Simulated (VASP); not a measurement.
Crystal: Y.

```
Y
1.0
     3.64740    0.00000    0.00000
    -1.82370    3.15874    0.00000
     0.00000    0.00000    5.73060
Y
2
Cartesian
  0.0000 2.1058 1.4326
  1.8237 1.0529 4.2980
```

```yaml
Program: VASP 6.6.1
Task: relaxation of cell and atoms
Functional: AM05
Potentials_or_basis: VASP PAW PBE potentials, release 64 (Y_sv)
Cutoff: 600 eV
k_mesh: 12 × 12 × 7
Occupations: methfessel-paxton, width 0.1 eV
Spin: no spin polarisation
```

At the start: pressure -1.7 GPa; volume 33.01 Å³/atom.

Task: Where does the relaxation end?

Result: Over 6 steps the energy falls by 7.7 meV/atom and the volume is 31.67 Å³/atom (-4.1 %); space group P6_3/mmc (No. 194, to 0.05 Å).

The path:
```tsv
step	energy change (eV)	largest force (eV/Å)	pressure (GPa)	volume (Å³)
1	0.0000	0.0000	-1.67	66.02
2	-0.0149	0.0000	0.32	62.79
3	-0.0153	0.0000	0.02	63.24
4	-0.0153	0.0000	-0.02	63.30
5	-0.0154	0.0000	-0.02	63.32
6	-0.0154	0.0000	-0.03	63.34
```

Final structure:
```yaml
crystal:
  lattice:
    - [3.60846, 0.00000, 0.00000]
    - [-1.80423, 3.12502, 0.00000]
    - [0.00000, 0.00000, 5.61681]
  atoms:
    - { symbol: Y, position: [0.33333, 0.66667, 0.25000] }
    - { symbol: Y, position: [0.66667, 0.33333, 0.75000] }
```

Caveat: the PAW data sets were made with another functional, which shifts forces and pressure a little.
